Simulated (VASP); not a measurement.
**Sb2Pt (Geversite) under changes of volume**

One of the cells (22.579 Å³/atom); the others are scaled copies at fixed shape and fractional positions:

```
CELL_PARAMETERS angstrom
6.47082 0.00000 0.00000
0.00000 6.47082 0.00000
0.00000 0.00000 6.47082
ATOMIC_POSITIONS crystal
Pt 0.00000 0.50000 0.50000
Pt 0.50000 0.50000 0.00000
Pt 0.50000 0.00000 0.50000
Pt 0.00000 0.00000 0.00000
Sb 0.37452 0.12548 0.87452
Sb 0.12548 0.87452 0.37452
Sb 0.87452 0.37452 0.12548
Sb 0.62548 0.62548 0.62548
Sb 0.62548 0.87452 0.12548
Sb 0.87452 0.12548 0.62548
Sb 0.12548 0.62548 0.87452
Sb 0.37452 0.37452 0.37452
```

```yaml
Program: VASP 6.6.1
Functional: PBE
Dispersion: D3(BJ)
Potentials_or_basis: VASP PAW PBE potentials, release 64 (Pt, Sb)
Cutoff: 520 eV
k_mesh: 4 × 4 × 4
Occupations: fermi-dirac, width 0.05 eV
Spin: no spin polarisation
```

```csv
volume (Å³/atom),energy over the lowest point (meV/atom),pressure (GPa),largest force (eV/Å)
21.675,?,?,?
22.127,3.40,2.4,0.020
22.579,0.00,0.0,0.002
23.030,3.20,-2.3,0.021
23.482,12.33,-4.2,0.038
```

Problem. What does the run at 21.675 Å³/atom give?

Solution. Energy over the lowest point 14.19 meV/atom; pressure 5.2 GPa; largest force 0.041 eV/Å.

Worked out: A Birch-Murnaghan fit of order 2 (a polynomial in V^(-2/3)) to the other rows has its minimum at 22.58 Å³/atom with B0 = V·E''(V) = 117 GPa at fixed shape and positions, which overstates the stiffness. It gives 14.07 meV/atom at 21.675 Å³/atom, against the run's 14.19, and -dE/dV = 5.2 GPa, against 5.2.

Energies are extrapolated to zero smearing.

Caveats: pairwise dispersion overbinds metals, which lowers pressure and volume.
